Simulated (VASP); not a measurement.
# Ba4Si (Im-3m) in VASP: further runs

The runs below take Ba4Si through relaxation of cell and atoms, with PBE+TS-HI, PBE+dDsC.

Everything below comes from runs of VASP 6.6.1. Logs are shortened: lines on timing, memory, paths and dates and some standing lists are left out, and cuts for length are marked.

## (1) The structure

It takes space group Im-3m (No. 229, cubic). The conventional cell has a = 7.927 Å, b = 7.927 Å, c = 7.927 Å, α = 90.00°, β = 90.00°, γ = 90.00°. Around Ba (site symmetry -3m) lie 2 Si at 3.43 Å. Si (site symmetry m-3m) has 8 Ba at 3.43 Å as nearest neighbours.

The cell was built by a generator and needn't be a form met in nature.

## (2) Relaxation of cell and atoms, PBE+TS-HI

INCAR

```
SYSTEM = Ba4Si
PREC = Accurate ; ENCUT = 600
EDIFF = 1E-6 ; ISMEAR = -1
SIGMA = 0.05 ; LREAL = .FALSE.
LASPH = .TRUE. ; NELM = 100
ALGO = Normal ; ISIF = 3
LWAVE = .FALSE. ; LCHARG = .FALSE.
GGA = PE ; IVDW = 21
IBRION = 2 ; NSW = 60
EDIFFG = -0.02
```

KPOINTS

```
regular mesh
0
G
  4 4 4
  0 0 0
```

POSCAR

```
Ba4Si
1.0
   -3.9635100000      3.9635100000      3.9635100000
    3.9635100000     -3.9635100000      3.9635100000
    3.9635100000      3.9635100000     -3.9635100000
Ba Si
4 1
Direct
    0.5000000000      0.5000000000      0.5000000000
    0.5000000000      0.0000000000      0.0000000000
    0.0000000000      0.0000000000      0.5000000000
    0.0000000000      0.5000000000      0.0000000000
    0.0000000000      0.0000000000      0.0000000000
```

Potentials or basis: VASP PAW PBE potentials, release 64 (Ba_sv, Si).

Launch:

```bash
$ cat potpaw_PBE.64/Ba_sv/POTCAR potpaw_PBE.64/Si/POTCAR > POTCAR
$ mpirun -np 1 vasp_std > vasp.out
```

OUTCAR:

```text
SYSTEM = Ba4Si
   PREC = Accurate
   ENCUT = 600
   EDIFF = 1E-6
   ISMEAR = -1
   LREAL = .FALSE.
   LASPH = .TRUE.
   NELM = 100
   ISIF = 3
   GGA = PE
   IVDW = 21
   IBRION = 2
   NSW = 60
   EDIFFG = -0.02
  IVDW =  21

 ion  position               nearest neighbor table
   1  0.500  0.500  0.500-   5 3.43   5 3.43   4 3.96   2 3.96   2 3.96   4 3.96   3 3.96   3 3.96

   2  0.500  0.000  0.000-   5 3.43   5 3.43   4 3.96   1 3.96   1 3.96   3 3.96   3 3.96   4 3.96

   3  0.000  0.000  0.500-   5 3.43   5 3.43   4 3.96   1 3.96   2 3.96   4 3.96   2 3.96   1 3.96

   4  0.000  0.500  0.000-   5 3.43   5 3.43   3 3.96   1 3.96   2 3.96   3 3.96   1 3.96   2 3.96

   5  0.000  0.000  0.000-   1 3.43   2 3.43   3 3.43   4 3.43   3 3.43   4 3.43   2 3.43   1 3.43

  LATTYP: Found a body centered cubic cell.
 ALAT       =     7.9270200000

  Lattice vectors:

 A1 = (  -3.9635100000,   3.9635100000,   3.9635100000)
 A2 = (   3.9635100000,  -3.9635100000,   3.9635100000)
 A3 = (   3.9635100000,   3.9635100000,  -3.9635100000)

Analysis of symmetry for initial positions (statically):
=====================================================================
 Subroutine PRICEL returns:
 Original cell was already a primitive cell.

 Routine SETGRP: Setting up the symmetry group for a
 body centered cubic supercell.

 Subroutine GETGRP returns: Found 48 space group operations
 (whereof 48 operations were pure point group operations)
 out of a pool of 48 trial point group operations.

The static configuration has the point symmetry O_h .

Analysis of symmetry for dynamics (positions and initial velocities):
=====================================================================
 Subroutine PRICEL returns:
 Original cell was already a primitive cell.

 Routine SETGRP: Setting up the symmetry group for a
 body centered cubic supercell.

 Subroutine GETGRP returns: Found 48 space group operations
 (whereof 48 operations were pure point group operations)
 out of a pool of 48 trial point group operations.

The dynamic configuration has the point symmetry O_h .

 Subroutine INISYM returns: Found 48 space group operations
 (whereof 48 operations are pure point group operations),
 and found     1 'primitive' translations

----------------------------------------------------------------------------------------

                                     Primitive cell

  volume of cell :     249.0576

  direct lattice vectors                    reciprocal lattice vectors
    -3.963510000  3.963510000  3.963510000     0.000000000  0.126150811  0.126150811
     3.963510000 -3.963510000  3.963510000     0.126150811  0.000000000  0.126150811
[... 58 lines left out ...]
   total plane-waves  NPLWV = 175616
   dimension x,y,z NGX =    56 NGY =   56 NGZ =   56
   dimension x,y,z NGXF=   112 NGYF=  112 NGZF=  112
   ions per type =               4   1
   NGX,Y,Z   is equivalent  to a cutoff of  13.56, 13.56, 13.56 a.u.
   NGXF,Y,Z  is equivalent  to a cutoff of  27.12, 27.12, 27.12 a.u.
 SYSTEM =  Ba4Si
   PREC   = accura    normal or accurate (medium, high low for compatibility)
   ISTART =      0    job   : 0-new  1-cont  2-samecut
   ICHARG =      2    charge: 1-file 2-atom 10-const
   ISPIN  =      1    spin polarized calculation?
   LNONCOLLINEAR =      F non collinear calculations
   LSORBIT =      F    spin-orbit coupling
   LASPH  =      T    aspherical Exc in radial PAW
   ENCUT  =  600.0 eV  44.10 Ry    6.64 a.u.  13.71 13.71 13.71*2*pi/ulx,y,z
   NELM   =    100;   NELMIN=  2; NELMDL= -5     # of ELM steps
   EDIFF  = 0.1E-05   stopping-criterion for ELM
   LREAL  =      F    real-space projection
   EDIFFG = -.2E-01   stopping-criterion for IOM
   NSW    =     60    number of steps for IOM
   IBRION =      2    ionic relax: 0-MD 1-quasi-New 2-CG
   NFREE  =      1    steps in history (QN), initial steepest desc. (CG)
   ISIF   =      3    stress and relaxation
   ISYM   =      2    0-nonsym 1-usesym 2-fastsym
   POTIM  = 0.5000    time-step for ionic-motion
   TEBEG  =    0.0;   TEEND  =   0.0 temperature during run
   PSTRESS=    0.0 pullay stress
   NELECT =      44.0000    total number of electrons
   NUPDOWN=      -1.0000    fix difference up-down
   EMIN   =  10.00;   EMAX   =-10.00  energy-range for DOS
   EFERMI =   0.00;   METHOD = LEGACY
   ISMEAR =    -1;   SIGMA  =   0.05  broadening in eV -4-tet -1-fermi 0-gaus
   EFERMI_NEDOS =   21; number of points for ismear=-14 and -15
   IALGO  =     38    algorithm
   IMIX   =      4    mixing-type and parameters
     AMIX     =   0.40;   BMIX     =  1.00
     AMIX_MAG =   1.60;   BMIX_MAG =  1.00
  volume/ion in A,a.u.               =      49.81       336.14
  Fermi-wavevector in a.u.,A,eV,Ry     =   0.918599  1.735900 11.480914  0.843823
  Thomas-Fermi vector in A             =   2.043698
   LORBIT       =      0    0 simple, 1 ext, 2 COOP (PROOUT), +10 PAW based schemes
   GGA     = PE    functional components
   LHFCALC =     F    Hartree Fock is set to
   AEXX    =    0.0000 exact exchange contribution
   IVDW    =    21    specifies the selected vdW correction
   LEPSILON=     F    determine dielectric tensor
   LRPA    =     F    only Hartree local field effects (RPA)
 conjugate gradient relaxation of ions
 non-spin polarized calculation
  energy-cutoff  :      600.00
  volume of cell :      249.06
 maximum number of plane-waves:      8391
 NGX is ok and might be reduce to    56
   NGX = 27   NGY = 27   NGZ = 27

--------------------------------------- Ionic step        1  -------------------------------------------

 number of electron      43.9999996 magnetization

 Free energy of the ion-electron system (eV)
  ---------------------------------------------------
  ext. energy  EPLUGINS =         0.00000000
  ---------------------------------------------------
  free energy    TOTEN  =       -13.10423914 eV

  energy without entropy =      -13.05492509  energy(sigma->0) =      -13.07958211

------------------------ aborting loop because EDIFF is reached ----------------------------------------

  Hirshfeld charges:
            ion         q(e)
   ------------------------------
      1     Ba          0.081
      2     Ba          0.081
      3     Ba          0.081
      4     Ba          0.081
      5     Si         -0.322
[... 355 lines left out ...]
--------------------------------------- Ionic step        9  -------------------------------------------

 number of electron      43.9999999 magnetization

 Free energy of the ion-electron system (eV)
  ---------------------------------------------------
  ext. energy  EPLUGINS =         0.00000000
  ---------------------------------------------------
  free energy    TOTEN  =       -13.01804185 eV

  energy without entropy =      -12.97543626  energy(sigma->0) =      -12.99673906

 E-fermi :   2.5097     XC(G=0):  -8.0763

 val. band max:        2.4117783949   @ k =   0.2500   0.2500   0.0000
 cond. band min:       2.5177596039   @ k =   0.2500   0.2500   0.2500
 fundamental gap:      0.1059812089
 Fermi energy:         2.5097270343

 k-point     1 :       0.0000    0.0000    0.0000
  band No.  band energies     occupation
      1     -26.2808      2.00000
      2     -26.1275      2.00000
      3     -26.1275      2.00000
      4     -26.1275      2.00000
      5     -11.8619      2.00000
      6     -11.8619      2.00000
[... 259 lines left out ...]
  FREE ENERGIE OF THE ION-ELECTRON SYSTEM (eV)
  ---------------------------------------------------
  free  energy   TOTEN  =       -14.7300458975 eV

  energy  without entropy=      -14.6874403149  energy(sigma->0) =      -14.70874311

 reached required accuracy - stopping structural energy minimisation
```

OSZICAR:

```text
N       E                     dE             d eps       ncg     rms          rms(c)
DAV:   1     0.378445109064E+03    0.37845E+03   -0.19580E+04   416   0.156E+03
DAV:   2     0.135979041887E+02   -0.36485E+03   -0.36036E+03   644   0.281E+02
DAV:   3    -0.137812196603E+02   -0.27379E+02   -0.26692E+02   526   0.829E+01
[... 95 lines left out ...]
DAV:   5    -0.130180059113E+02   -0.37132E-04   -0.37889E-05   542   0.268E-02    0.345E-02
DAV:   6    -0.130180439402E+02   -0.38029E-04   -0.33144E-05   484   0.368E-02    0.840E-03
DAV:   7    -0.130180440047E+02   -0.64500E-07   -0.12216E-05   558   0.166E-02    0.559E-03
DAV:   8    -0.130180416470E+02    0.23576E-05   -0.17597E-06   262   0.987E-03    0.615E-04
DAV:   9    -0.130180418469E+02   -0.19981E-06   -0.19159E-07   214   0.295E-03
   9 F= -.14730046E+02 E0= -.14708743E+02  d E =-.778830E-01
```

Wall time 22 min (1 thread of Intel Xeon Platinum 8488C (Sapphire Rapids), shared host); peak memory 0.47 GiB.

What came out:

```
Free energy                            : -14.7300 eV
Relaxed volume                         : 46.24 Å³/atom
Relaxed cell                           : a = 6.697 Å, b = 6.697 Å, c = 6.697 Å, α = 109.47°, β = 109.47°, γ = 109.47°
Space group after relaxing (to 0.05 Å) : Im-3m (No. 229)
Energy gained by relaxing              : -507.7 meV/atom
Ionic steps                            : 9
Pressure after relaxing                : 0.0 GPa
Band gap on the k mesh                 : none (metal or under the smearing width)
Hirshfeld charges                      : Ba +0.08; Si -0.32 e
Dispersion energy per atom             : -0.342 eV
```

Step by step:
```
step  energy change (eV)  largest force (eV/Å)  pressure (GPa)  volume (Å³)
   1              0.0000                0.0000           -2.65       249.06
   2             -0.1644                0.0000           -0.73       220.48
   3              2.7119                0.0000            1.71       211.73
   4              2.6336                0.0000            1.11       217.76
   5              2.6165                0.0000            0.95       219.39
   6              2.5531                0.0000            0.25       227.83
   7              2.5508                0.0000            0.22       228.31
   8              2.5462                0.0000            0.14       229.26
   9              2.5387                0.0000            0.00       231.18
```

Final structure:
```
Ba Si
1.0
    -3.86630    3.86630    3.86630
     3.86630   -3.86630    3.86630
     3.86630    3.86630   -3.86630
Ba Si
4 1
Direct
  0.50000 0.50000 0.50000
  0.50000 0.00000 0.00000
  0.00000 0.00000 0.50000
  0.00000 0.50000 0.00000
  0.00000 0.00000 0.00000
```

Levels at points of the mesh, in eV from the Fermi level:
```
           k point  band 20  band 21  band 22  band 23  band 24  band 25
(0.00, 0.00, 0.00)    -1.13     0.05     0.05     0.14     0.14     0.14
(0.50, 0.00, 0.00)    -0.78    -0.60    -0.45     0.46     0.64     0.73
(0.50, 0.50, 0.50)    -2.19    -0.31    -0.31    -0.31     0.78     0.78
```

Caveat: pairwise dispersion overbinds metals, which lowers pressure and volume.

## (3) Relaxation of cell and atoms, PBE+dDsC

Changes to INCAR since step 2:

```diff
@@ -7,3 +7,3 @@
 LWAVE = .FALSE. ; LCHARG = .FALSE.
-GGA = PE ; IVDW = 21
+GGA = PE ; IVDW = 4
 IBRION = 2 ; NSW = 60
```

KPOINTS is that of step 2.

POSCAR is that of step 2.

Potentials or basis: VASP PAW PBE potentials, release 64 (Ba_sv, Si).

Launch:

```bash
$ cat potpaw_PBE.64/Ba_sv/POTCAR potpaw_PBE.64/Si/POTCAR > POTCAR
$ mpirun -np 1 vasp_std > vasp.out
```

Run time: 2.5 min. Hardware: 1 thread of Intel Xeon Platinum 8488C (Sapphire Rapids), shared host; peak memory 0.47 GiB.

Results (log left out):

```
Free energy                            : -15.2014 eV
Relaxed volume                         : 45.68 Å³/atom
Relaxed cell                           : a = 6.670 Å, b = 6.670 Å, c = 6.670 Å, α = 109.47°, β = 109.47°, γ = 109.47°
Space group after relaxing (to 0.05 Å) : Im-3m (No. 229)
Energy gained by relaxing              : 5.3 meV/atom
Ionic steps                            : 3
Pressure after relaxing                : 0.0 GPa
Band gap on the k mesh                 : none (metal or under the smearing width)
Hirshfeld charges                      : Ba +0.10, +0.11; Si -0.44 e
Dispersion energy per atom             : -0.442 eV
```

Step by step:
```tsv
step	energy change (eV)	largest force (eV/Å)	pressure (GPa)	volume (Å³)
1	0.0000	0.0000	-1.33	249.06
2	-0.0396	0.0000	-0.42	234.50
3	-0.0265	0.0000	0.04	228.42
```

Final structure:
```yaml
crystal:
  lattice:
    - [-3.85089, 3.85089, 3.85089]
    - [3.85089, -3.85089, 3.85089]
    - [3.85089, 3.85089, -3.85089]
  atoms:
    - { symbol: Ba, position: [0.50000, 0.50000, 0.50000] }
    - { symbol: Ba, position: [0.50000, 0.00000, 0.00000] }
    - { symbol: Ba, position: [0.00000, 0.00000, 0.50000] }
    - { symbol: Ba, position: [0.00000, 0.50000, 0.00000] }
    - { symbol: Si, position: [0.00000, 0.00000, 0.00000] }
```

Levels at points of the mesh, in eV from the Fermi level:
```tsv
k point	band 19	band 20	band 21	band 22	band 23	band 24	band 25	band 26
(0.00, 0.00, 0.00)	-1.15	-1.15	0.03	0.03	0.16	0.16	0.16	0.79
(0.50, 0.00, 0.00)	-1.09	-0.79	-0.60	-0.46	0.45	0.65	0.73	0.91
(0.50, 0.50, 0.50)	-2.21	-2.21	-0.31	-0.31	-0.31	0.78	0.78	0.79
```

Caveat: pairwise dispersion overbinds metals, which lowers pressure and volume.

## (4) For comparison

An earlier run on the cell as given: functional PBE; potentials or basis VASP PAW PBE potentials, release 64 (Ba_sv, Si); cutoff 520 eV; k mesh 5 × 5 × 5; occupations fermi-dirac, width 0.05 eV; no spin polarisation.

* Pressure: 0.2 GPa
* Band gap on the k mesh: none (metal or under the smearing width)

## (5) Summary

```csv
task,level,cell,k mesh,cutoff (eV),gap on the mesh (eV),pressure (GPa),relaxed volume (Å³/atom)
relaxation of cell and atoms,PBE+TS-HI,relaxed,4 × 4 × 4,600,none,0.0,46.24
relaxation of cell and atoms,PBE+dDsC,relaxed,4 × 4 × 4,600,none,0.0,45.68
single point,PBE,as given,5 × 5 × 5,520,none,0.2,-
```

Alike in all rows: potentials or basis VASP PAW PBE potentials, release 64 (Ba_sv, Si); no spin polarisation; smearing fermi-dirac 0.05 eV.

Caveats: pairwise dispersion overbinds metals, which lowers pressure and volume (some runs).

Absolute energies hang on the potentials; compare differences alone.
